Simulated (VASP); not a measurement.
Level of theory: HSE06 screened hybrid, VASP's PBE PAW potentials (set 64) (plane waves; VASP).

Input for VASP

### INCAR
```
SYSTEM = B32N31O
PREC = Normal; ENCUT = 400; LREAL = Auto
LASPH = .True.; ISYM = 0; NELECT = 256.0
EDIFF = 1E-5; NELM = 50; NELMIN = 4
ALGO = Normal
ISMEAR = 0; SIGMA = 0.05
GGA = PE; LHFCALC = .True.; AEXX = 0.25
HFSCREEN = 0.2; PRECFOCK = Fast
ISIF = 0
LWAVE = .False.; LCHARG = .False.
```

POSCAR:
```
B32N31O
7.2488850
  0.9999999760   0.0000000000   0.0000000000
  0.0000000000   0.9999999760   0.0000000000
  0.0000000000   0.0000000000   0.9999999760
B N O
32 31 1
Direct
  0.4988510280   0.9993447207   0.9996557871
  0.7493525651   0.2502027428   0.9997468107
  0.7493631698   0.9994114781   0.2505700877
  0.9996980170   0.9999840905   0.0002295566
  0.2488536569   0.2492782511   0.9995938642
  0.4998219057   0.4997299105   0.9997995784
  0.7503068804   0.7507383945   0.9996207640
  0.2488398215   0.9993055586   0.2496745817
  0.4930747460   0.2435536188   0.2439426687
  0.7560489535   0.5064966160   0.2438331090
  0.4998050460   0.9993570606   0.5001350885
  0.7560333907   0.2434882526   0.5068513749
  0.7503304680   0.9992436307   0.7510284462
  0.0002652946   0.5006564881   0.9996315508
  0.2494678169   0.7501206038   0.0003253943
  0.0001593437   0.2502640324   0.2505946805
  0.2489519775   0.4997289925   0.2505706801
  0.4998190186   0.7505797647   0.2505645678
  0.0003211567   0.9992820983   0.5010455139
  0.2489764705   0.2501924268   0.5001742910
  0.4930760191   0.5063464399   0.5068161534
  0.7493541431   0.7505299015   0.5000825741
  0.2494664512   0.9999109230   0.7504157260
  0.4998029503   0.2501617480   0.7509398953
  0.7493617204   0.4997284083   0.7509376308
  0.0002812725   0.7506913160   0.2496368485
  0.0001984513   0.4997206305   0.5001342886
  0.2488853209   0.7506467155   0.5010576973
  0.0003213999   0.2492578511   0.7510450352
  0.2488813088   0.5006849108   0.7511465760
  0.4988732527   0.7506656587   0.7511116008
  0.9996913429   0.7500560592   0.7504161015
  0.6242792194   0.1257991676   0.1261459069
  0.8737862965   0.3752907674   0.1261321585
  0.8737991530   0.1257515696   0.3756078611
  0.1243353450   0.1251477248   0.1254611084
  0.3753312928   0.3747148827   0.1261373628
  0.6248618570   0.6242503765   0.1261170317
  0.8744340053   0.8752870891   0.1254400690
  0.3753284793   0.1257280125   0.3751180669
  0.8738067578   0.6242036958   0.3750771566
  0.6248328532   0.1256918210   0.6246011664
  0.8737918026   0.3746831583   0.6246037266
  0.8744210351   0.1251066839   0.8755683101
  0.1248053991   0.6248592772   0.1254810119
  0.3747360483   0.8747662694   0.1255175862
  0.1245878689   0.3749907812   0.3753719347
  0.3753808756   0.6241804792   0.3755921570
  0.6245831098   0.8749260785   0.3753189188
  0.1248644484   0.1250755630   0.6252261753
  0.3753584875   0.3752343838   0.6246505454
  0.6242805441   0.6241700966   0.6245871908
  0.8744640778   0.8746777587   0.6251923728
  0.3747357364   0.1250929133   0.8750923647
  0.6246021389   0.3749581444   0.8753546872
  0.8744376320   0.6248610646   0.8750862289
  0.1245873896   0.8749688585   0.3753711848
  0.1243707939   0.6248219495   0.6252640980
  0.3747292017   0.8752050215   0.6252307609
  0.1245717168   0.3749836982   0.8753175748
  0.3747455960   0.6248690850   0.8756781072
  0.6246152409   0.8750103573   0.8753517490
  0.1246141939   0.8750274361   0.8753342844
  0.6244860431   0.3749585400   0.3754066185
```

KPOINTS:
```
kpoints
0
G
  1 1 1
```

POTCAR, in this order: B N O (PBE.64 set). Program: vasp_gam. Read from the step before: WAVECAR.

The run wrote:

OUTCAR:
```
 ion  position               nearest neighbor table
   1  0.499  0.999  1.000-  62 1.57  54 1.57  46 1.57  33 1.58
   2  0.749  0.250  1.000-  55 1.56  44 1.57  33 1.57  34 1.57
   3  0.749  0.999  0.251-  49 1.57  39 1.57  35 1.57  33 1.57
   4  1.000  1.000  0.000-  63 1.57  36 1.57  44 1.57  39 1.57
   5  0.249  0.249  1.000-  60 1.57  36 1.57  54 1.57  37 1.58
   6  0.500  0.500  1.000-  55 1.57  61 1.57  37 1.57  38 1.57
   7  0.750  0.751  1.000-  62 1.57  39 1.57  56 1.57  38 1.58
   8  0.249  0.999  0.250-  57 1.57  36 1.57  46 1.57  40 1.58
   9  0.493  0.244  0.244-  37 1.54  40 1.54  33 1.54  64 1.65
  10  0.756  0.506  0.244-  34 1.54  38 1.54  41 1.54  64 1.65
  11  0.500  0.999  0.500-  49 1.57  59 1.57  42 1.57  40 1.57
  12  0.756  0.243  0.507-  43 1.54  42 1.54  35 1.54  64 1.65
  13  0.750  0.999  0.751-  62 1.57  44 1.57  53 1.57  42 1.58
  14  0.000  0.501  1.000-  60 1.57  56 1.57  45 1.57  34 1.58
  15  0.249  0.750  0.000-  63 1.57  45 1.57  46 1.57  61 1.57
  16  0.000  0.250  0.251-  47 1.56  36 1.57  34 1.57  35 1.57
  17  0.249  0.500  0.251-  47 1.56  45 1.57  37 1.57  48 1.57
  18  0.500  0.751  0.251-  49 1.56  46 1.57  38 1.57  48 1.57
  19  0.000  0.999  0.501-  57 1.57  50 1.57  53 1.57  35 1.58
  20  0.249  0.250  0.500-  47 1.57  50 1.57  40 1.57  51 1.57
  21  0.493  0.506  0.507-  51 1.54  48 1.54  52 1.54  64 1.65
  22  0.749  0.751  0.500-  49 1.56  53 1.57  41 1.57  52 1.57
  23  0.249  1.000  0.750-  63 1.57  50 1.57  54 1.57  59 1.57
  24  0.500  0.250  0.751-  55 1.57  54 1.57  51 1.57  42 1.57
...
```

OSZICAR:
```
       N       E                     dE             d eps       ncg     rms          rms(c)
DAV:   1    -0.656934157823E+03   -0.65693E+03   -0.77616E+00   322   0.839E+00    0.268E+00
DAV:   2    -0.656967458862E+03   -0.33301E-01   -0.11544E-01   363   0.831E-01    0.174E+00
DAV:   3    -0.656947753475E+03    0.19705E-01   -0.10936E-02   364   0.305E-01    0.975E-01
DAV:   4    -0.656942623438E+03    0.51300E-02   -0.66032E-03   372   0.199E-01    0.549E-01
DAV:   5    -0.656941324224E+03    0.12992E-02   -0.12677E-03   372   0.937E-02    0.307E-01
DAV:   6    -0.656940914057E+03    0.41017E-03   -0.32449E-04   379   0.531E-02    0.167E-01
DAV:   7    -0.656940794288E+03    0.11977E-03   -0.83125E-05   355   0.276E-02    0.895E-02
DAV:   8    -0.656940759253E+03    0.35035E-04   -0.20210E-05   235   0.151E-02    0.498E-02
DAV:   9    -0.656940749221E+03    0.10032E-04   -0.80691E-06   212   0.956E-03    0.269E-02
DAV:  10    -0.656940746489E+03    0.27317E-05   -0.15698E-06   195   0.419E-03
   1 F= -.65694075E+03 E0= -.65694075E+03  d E =-.232057E-14
```

### OUTCAR
```
------------------------ aborting loop because EDIFF is reached ----------------------------------------
  volume of cell :      380.90
      direct lattice vectors                 reciprocal lattice vectors
     7.248884826  0.000000000  0.000000000     0.137952254  0.000000000  0.000000000
     0.000000000  7.248884826  0.000000000     0.000000000  0.137952254  0.000000000
     0.000000000  0.000000000  7.248884826     0.000000000  0.000000000  0.137952254
  FREE ENERGIE OF THE ION-ELECTRON SYSTEM (eV)
  ---------------------------------------------------
  free  energy   TOTEN  =      -656.9407464891 eV

  energy  without entropy=     -656.9407464891  energy(sigma->0) =     -656.94074649

  exchange ACFDT corr.  =         0.00000000  see jH, gK, PRB 81, 115126
```
(Selected blocks of OUTCAR.)

The cell is charged, with a uniform compensating background. The supercell is sampled at Γ alone, which is coarse: total energies, pressure and levels can be off, energies of defects by several tenths of an eV.

The cell is a supercell with a defect, built from BN (zinc blende): O_N, charge +1. The cell's shape comes from a PBE relaxation. The run is not spin-polarised, so no state with unpaired spins was tried.
